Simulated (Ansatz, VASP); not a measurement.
# BaTiO3 in two plane-wave programs, part 3 of 3

Aim: how closely do two programs agree when they are given the same cell, functional and k mesh? The cell is taken from a series of runs on this material, whose earlier steps may have relaxed, scaled, displaced or heated it; both programs get it as it stands.

VASP 6.6.1 and Ansatz 0.2.0.

So far: Starting point; VASP: zone-centre phonons, LDA.

## 3. Ansatz: zone-centre phonons, LDA

Level of this step: Ansatz beside VASP: Kohn-Sham DFT, plane waves, LDA (Ansatz).

Ansatz runs on its PAW soft_1 files.

The same cell, functional (in two slightly different forms) and mesh now go to Ansatz, which takes its cutoff from its data sets.

Contents of input.yaml:

```yaml
crystal:
  lattice:
    - [3.8894843297, 0.0, 0.0]
    - [0.0, 3.8894843297, 0.0]
    - [0.0, 0.0, 3.8894819838]
  atoms:
    - { symbol: O, position: [0.5, 0.5, 0.0085826932] }
    - { symbol: O, position: [0.5, 0.0, 0.5085890178] }
    - { symbol: O, position: [0.0, 0.5, 0.5085890178] }
    - { symbol: Ti, position: [0.5, 0.5, 0.5086297134] }
    - { symbol: Ba, position: [0.0, 0.0, 0.0086095578] }
kpoints:
  mp_grid: { grid: [8, 8, 8] }
hamiltonian:
  xc: lda
  pseudopotentials: { kind: paw, azcp: { folder: soft_1 }, xc_functional: pbe }
scf:
  occupations: { method: fixed }
output:
  eigenvalues: true
phonons:
  method: dfpt
  dielectric: true
  rigid_motions: translations
```

Command:

```sh
$ ansatz run input.yaml --threads 4 --pin off --max-ram 16384MiB --backend cpu --events-out ev --progress --plain --runs-dir out
```

Numbers of over 12 decimals in the logs are rounded to 6 here.

Output:

```text
Engine: ansatz 0.2.0, aarch64-unknown-linux-gnu
Pseudopotentials: kind: paw
Pseudopotential: O, paw, valence charge 6, recommended cutoff 420 eV (normal), soft_1/O.paw.azcp
Pseudopotential: Ti, paw, valence charge 12, recommended cutoff 420 eV (normal), soft_1/Ti.paw.azcp
Pseudopotential: Ba, paw, valence charge 10, recommended cutoff 420 eV (normal), soft_1/Ba.paw.azcp
Functional definition: SPW92
  exchange = slater_x
  correlation = pw_c
Crystal: 5 atoms, lattice volume = 58.840 Å³
Basis set: ecut = 420 eV, 1189 PW (Γ), exchange–correlation on 54×54×54 points (8 copies of the dense FFT grid, shifted against one another)
Bands: 25, of which v1, the nominal top of the filled ones, is band 20 counted from 1 (19 counted from 0)
Symmetry: 8 space group operations
k-points: 260 of 512 (irreducible under 1 space group operation, time reversal used)
Non-local potential: O, projectors of the file, l = 0: 2, l = 1: 2, l = 2: 1
Non-local potential: Ti, projectors of the file, l = 0: 3, l = 1: 2, l = 2: 3, l = 3: 1
Non-local potential: Ba, projectors of the file, l = 0: 3, l = 1: 2, l = 2: 2, l = 3: 2
PAW form: soft (Blöchl's): semilocal exchange-correlation on the pseudo side does not see the compensation charge
PAW frozen core: O, regenerated for the run's functional, and the local potential with it (the file was generated under x = pbe(κ = 0.804, μ = 0.219515), c = pbe(β = 0.066725))
PAW frozen core: Ti, regenerated for the run's functional, and the local potential with it (the file was generated under x = pbe(κ = 0.804, μ = 0.219515), c = pbe(β = 0.066725))
PAW frozen core: Ba, regenerated for the run's functional, and the local potential with it (the file was generated under x = pbe(κ = 0.804, μ = 0.219515), c = pbe(β = 0.066725))
PAW one-centre angular grid: O, 110 points (default); XC on 64 Gauss nodes
PAW one-centre angular grid: Ti, 590 points (default); XC on 64 Gauss nodes
PAW one-centre angular grid: Ba, 194 points (default); XC on 64 Gauss nodes
Initial density: superposition of atomic densities (chi_scale 0.1, normalization cell, long waves kept (reshape's long-wave potential 0.00 eV rms))
Initial wavefunctions: pseudopotential atomic-orbital guess
Functional: x = slater, c = lda
SCF iter   1: F=—  HF=-9905.009808 eV  |F-HF|=—  |Δ(HF+E_count)|=         —  Δρ=5.29e-2  dr2=1.80e0  ethr=3.10e-3  ⟨swp⟩=4.8  Hψ=25177  notcnv=0  defer=506
preconditioner: auto → Resta (q_TF=auto, 2.558 Å⁻¹)  ε∞=5.3  [insulator: Δε(μ)=2.346 eV  Ē_g=13.141 eV  n_scr=18 (ndim 8)  ℏωp=27.4 eV  f_vac=0.000  ε∞_Penn≈5.3]
SCF iter   2: F=—  HF=-9904.667487 eV  |F-HF|=—  |Δ(HF+E_count)|=   3.42e-1  Δρ=2.37e-2  dr2=3.82e-1  ethr=3.10e-3  ⟨swp⟩=2.7  Hψ=12480  notcnv=0  defer=297
SCF iter   3: F=—  HF=-9904.593067 eV  |F-HF|=—  |Δ(HF+E_count)|=   7.44e-2  Δρ=6.54e-3  dr2=3.09e-2  ethr=9.54e-4  ⟨swp⟩=2.0  Hψ=11129  notcnv=0  defer=571
SCF iter   4: F=—  HF=-9904.587826 eV  |F-HF|=—  |Δ(HF+E_count)|=   5.24e-3  Δρ=5.15e-3  dr2=1.51e-2  ethr=7.72e-5  ⟨swp⟩=2.0  Hψ=11030  notcnv=0  defer=701
SCF iter   5: F=—  HF=-9904.585386 eV  |F-HF|=—  |Δ(HF+E_count)|=   2.44e-3  Δρ=1.35e-3  dr2=7.31e-4  ethr=3.78e-5  ⟨swp⟩=2.0  Hψ=9288  notcnv=0  defer=694
SCF iter   6: F=—  HF=-9904.585351 eV  |F-HF|=—  |Δ(HF+E_count)|=   3.47e-5  Δρ=2.52e-4  dr2=2.34e-5  ethr=1.83e-6  ⟨swp⟩=2.0  Hψ=9029  notcnv=0  defer=762
SCF iter   7: F=—  HF=-9904.585348 eV  |F-HF|=—  |Δ(HF+E_count)|=   3.60e-6  Δρ=7.25e-5  dr2=2.45e-6  ethr=5.86e-8  ⟨swp⟩=2.3  Hψ=9377  notcnv=0  defer=306
SCF iter   8: F=—  HF=-9904.585347 eV  |F-HF|=—  |Δ(HF+E_count)|=   4.98e-7  Δρ=1.94e-5  dr2=1.64e-7  ethr=6.12e-9  ⟨swp⟩=2.0  Hψ=10103  notcnv=0  defer=260
SCF iter   9: F=—  HF=-9904.585347 eV  |F-HF|=—  |Δ(HF+E_count)|=   2.01e-8  Δρ=4.47e-6  dr2=7.88e-9  ethr=4.09e-10  ⟨swp⟩=2.0  Hψ=8543  notcnv=0  defer=260
SCF iter  10: F=—  HF=-9904.585347 eV  |F-HF|=—  |Δ(HF+E_count)|=   1.17e-9  Δρ=6.56e-7  dr2=2.17e-10  ethr=1.97e-11  ⟨swp⟩=2.1  Hψ=8509  notcnv=0  defer=260
SCF iter  11: F=-9904.585347 eV  HF=-9904.585347 eV  |F-HF|=1.09e-11  |Δ(HF+E_count)|=  1.64e-11  Δρ=1.62e-7  dr2=1.43e-11  ethr=1.00e-12  ⟨swp⟩=11.8  Hψ=40192  notcnv=0
SCF 1 converged in 11 iterations: F = -9904.585347 eV  dr2 = 1.43e-11
  greatest PAW one-centre occupation: 0.998 electrons in one spin orbital (limit 2), on the Ti atom at site 3 (counted from 0), in its partial waves of l = 0
DFPT response loops at Γ: preconditioner auto → none (the input reference at scf.mixing.eps_inf says where Resta's filter doesn't serve); β = 0.50; Broyden in place of MSR1
── the response to a field inside a basis, on 8×8×8 k-points: an SCF that follows is theirs, and a resumed run solves both again ──
Bands: 21, of which v1, the nominal top of the filled ones, is band 20 counted from 1 (19 counted from 0)
k-points: 40 of 512 (time reversal used)
Initial density: handed on by an earlier stage of this run
Initial wavefunctions: pseudopotential atomic-orbital guess (no wavefunctions were taken with the density)
Eigensolver: Dense (40 Hₖ)
SCF iter   1: F=—  HF=-9904.581668 eV  |F-HF|=—  |Δ(HF+E_count)|=         —  Δρ=4.66e-4  dr2=2.33e-5  ethr=1.00e-1
preconditioner: auto → Resta (q_TF=auto, 2.558 Å⁻¹)  ε∞=7.4  [insulator: Δε(μ)=2.125 eV  Ē_g=10.789 eV  n_scr=18 (ndim 8)  ℏωp=27.4 eV  f_vac=0.000  ε∞_Penn≈7.4]
SCF iter   2: F=—  HF=-9904.581661 eV  |F-HF|=—  |Δ(HF+E_count)|=   6.58e-6  Δρ=2.09e-4  dr2=9.63e-6  ethr=5.83e-8
SCF iter   3: F=—  HF=-9904.581660 eV  |F-HF|=—  |Δ(HF+E_count)|=   1.62e-6  Δρ=1.06e-4  dr2=1.68e-6  ethr=2.41e-8
SCF iter   4: F=-9904.581659 eV  HF=-9904.581659 eV  |F-HF|=3.86e-8  |Δ(HF+E_count)|=   4.47e-7  Δρ=1.34e-5  dr2=6.40e-8  ethr=4.19e-9
SCF 1 converged in 4 iterations: F = -9904.581659 eV  dr2 = 6.40e-8
DFPT response loops at Γ: mixed as the last ones told, above
SCF converged after 11 iterations
Free energy (F): -9904.585347 eV
Harris-Foulkes:  -9904.585347 eV  (|F-HF|=1.09e-11)
Internal energy: -9904.585347 eV  (E = F + TS)
E sigma→0 (E₀):  -9904.585347 eV
Fermi energy:    11.164297 eV
--- Per-component energies (eV) ---
  E_band       = -99.470033
  E_kinetic    = 951.220985
  E_local      = -2074.140255  (includes V_loc(G=0)·N_el)
  E_nonlocal   = 322.016812
  E_hartree    = 801.811978
  E_xc         = -528.820172
  E_vxc        = -552.885346  (∫ρ·V_xc dr)
  E_paw        = -6474.739669  (= ΣΔE_a)
  E_vpaw       = -349.308633  (= ΣTr[D̂ρ^β])
  E_aug_tail   = 0.002346  (compensation charges beyond the density's cutoff)
  E_ewald      = -2902.836607
  E_core_change = 0.899235  (= ΣΔE_core)
  E_smearing   = -0.000000  (= −TS)
  E_closure    = -0.000000  (closes the sum)
  Σ components = -9904.585347   (vs F -9904.585347, Δ=0.00e0)
--- Band table (eV; the first three rows and the last of 260) ---
  k-point 0: bands = [... 16 lower, 9.8757, 11.1643, 11.1643, 11.1643, 13.0531, 13.0531, 13.0531, 15.7731, ... 1 higher]
  k-point 1: bands = [... 16 lower, 9.7225, 10.7331, 11.0306, 11.0306, 13.0757, 13.4264, 13.4264, 15.7875, ... 1 higher]
  k-point 2: bands = [... 16 lower, 9.4037, 9.9554, 10.7821, 10.7821, 13.1317, 14.1801, 14.1801, 15.8001, ... 1 higher]
  k-point 259: bands = [... 16 lower, 8.9008, 11.1526, 11.1526, 11.1526, 15.9098, 15.9098, 15.9098, 18.3718, ... 1 higher]
--- Phonons (Γ-DFPT): 9 representative perturbations + reference, on 260 of 512 k-points (Σ response iterations 30) ---
  k mesh reduced under 1 symmetry operation, with k and −k counted as one. Each operation leaves every solved perturbation unchanged. A smaller set is not considered because the run solves the response to a homogeneous field
  ASR residual: 1.205e-4 → 0.000e0 eV/Å²; symmetrization residual: 7.876e-6 eV/Å²
  ASR residual per site (eV/Å²): 1.90e-5 1.24e-5 1.24e-5 1.20e-4 1.31e-5
  Γ frequencies (cm⁻¹): 0.00 0.00 0.00 38.90 38.90 38.91 194.40 194.40 194.40 287.33 287.33 287.33 507.96 507.96 507.96
  ε∞ (high-frequency dielectric tensor):
        6.675638     0.000000    -0.000000
        0.000000     6.675638     0.000000
       -0.000000     0.000000     6.675548
  ε⁰ (static dielectric tensor: ions relaxed, cell fixed):
     1886.609173     0.000000     0.000000
        0.000000  1886.609173    -0.000000
        0.000000    -0.000000  1885.043301
  ε⁰ − ε∞ (ionic part):
     1879.933535     0.000000     0.000000
        0.000000  1879.933535    -0.000000
        0.000000    -0.000000  1878.367753
  softest optical mode at Γ: 38.90 cm⁻¹; the repairs (sum rule, projections) moved no ω² at Γ by more than (1.64 cm⁻¹)²
  Born effective charges Z* (e; rows j = field, columns β = displacement):
    site 0:
        -2.19313    0.00000    0.00000
         0.00000   -2.19313    0.00000
         0.00000    0.00000   -5.74489
    site 1:
        -2.19350    0.00000    0.00000
         0.00000   -5.74455    0.00000
         0.00000    0.00000   -2.19343
    site 2:
        -5.74455    0.00000    0.00000
         0.00000   -2.19350    0.00000
         0.00000    0.00000   -2.19343
    site 3:
         7.32103    0.00000   -0.00000
         0.00000    7.32103    0.00000
        -0.00000    0.00000    7.32158
    site 4:
         2.81015    0.00000   -0.00000
         0.00000    2.81015    0.00000
        -0.00000    0.00000    2.81016
  Z* charge neutrality: 2.565e-3 e pre-enforcement
  solved inside a basis spanned on kpoints, on 8×8×8 k-points, its susceptibility summed on 12×12×12: ε∞ is read to err by 2.0e-2, Z* by 3.1e-2 e (field_mesh: kpoints solves on kpoints); Z* is corrected for what the basis lacks
  optical modes at Γ without the LO–TO term, one row a degenerate level:
      ω (cm⁻¹)  modes    IR ((D/Å)²/amu)
[...]
optical modes at Γ + LO–TO along q̂ = [1.0000, 0.0000, 0.0000]:
      ω (cm⁻¹)  modes    IR ((D/Å)²/amu)
[...]
optical modes at Γ + LO–TO along q̂ = [0.0000, 1.0000, 0.0000]:
      ω (cm⁻¹)  modes    IR ((D/Å)²/amu)
[...]
optical modes at Γ + LO–TO along q̂ = [0.0000, 0.0000, 1.0000]:
      ω (cm⁻¹)  modes    IR ((D/Å)²/amu)
         38.90      2           156.6685
        191.79      1             0.0166
        194.40      2             4.0366
        287.33      2             0.0000
        287.33      1             0.0000
        464.03      1             5.3730
        507.96      2            16.5341
        725.59      1            83.2409
```

In the SCF lines HF is the Harris–Foulkes energy and dr2 the Hartree energy of the density residual, in eV; the loop may stop once dr2 is under the threshold and the program's other checks hold. Hψ counts applications of the Hamiltonian.

## 4. Differences

Known differences besides the potentials themselves: fixed occupations in Ansatz, narrow Gaussian smearing in VASP; VASP's response is taken on the typed mesh, Ansatz refines its own for the field response alone; the cutoff is 420 eV in Ansatz and 600 eV in VASP; VASP's log shows a relativistic correction to its local exchange, Ansatz's none. Total energies have different zeros and are not compared.

The two programs side by side:

| quantity | Ansatz | VASP | difference |
| --- | --- | --- | --- |
| ε∞ xx | 6.68 | 6.73 | -0.80 % |
| ε∞ yy | 6.68 | 6.73 | -0.80 % |
| ε∞ zz | 6.68 | 6.73 | -0.80 % |
| Born charge of O1 (mean of the diagonal) (e) | -3.38 | -3.39 | +0.01 |
| Born charge of Ti4 (mean of the diagonal) (e) | 7.32 | 7.38 | -0.06 |
| Born charge of Ba5 (mean of the diagonal) (e) | 2.81 | 2.79 | +0.02 |
| optical mode 1 to 3 (cm⁻¹) | 38.9 | 98.2 | -59.3 |
| optical mode 4 to 6 (cm⁻¹) | 194.4 | 205.6 | -5.47 % |
| optical mode 7 to 9 (cm⁻¹) | 287.3 | 298.2 | -3.64 % |
| optical mode 10 to 12 (cm⁻¹) | 508.0 | 516.2 | -1.60 % |

Modes are paired by rising frequency, not by their patterns, so a pair may set unlike modes beside each other; they are those without the splitting of longitudinal modes.

## 5. Summary of results

```json
{"r.m.s. difference of the optical zone-centre modes, each program's sorted by frequency (zone-centre phonons, LDA)": "31 cm⁻¹", "difference in optical mode 4 to 6 (zone-centre phonons, LDA)": "-5.5 %"}
```

What this shows: The r.m.s. difference of the optical zone-centre modes, each program's sorted by frequency is 31 cm⁻¹ (zone-centre phonons, LDA). Among the rows given in per cent, the largest difference of the zone-centre phonons, LDA pair is in optical mode 4 to 6, -5.5 %. What causes the difference of the zone-centre phonons, LDA pair stays open here. How closely two codes agree says nothing of how well the functional describes the real material.

[Lines on the potential files, build, host, timing and source positions are cut from VASP's logs without a mark.]

[Logs are printed without paths, hosts, clocks, repeated set-up lines and the standing remarks that a program may print on its own settings, such as how far it seeks lower states.]

[Hosts, paths, dates, database ids (printed as entryN), source tags and the programs' standing remarks are cut or masked in the printed files.]
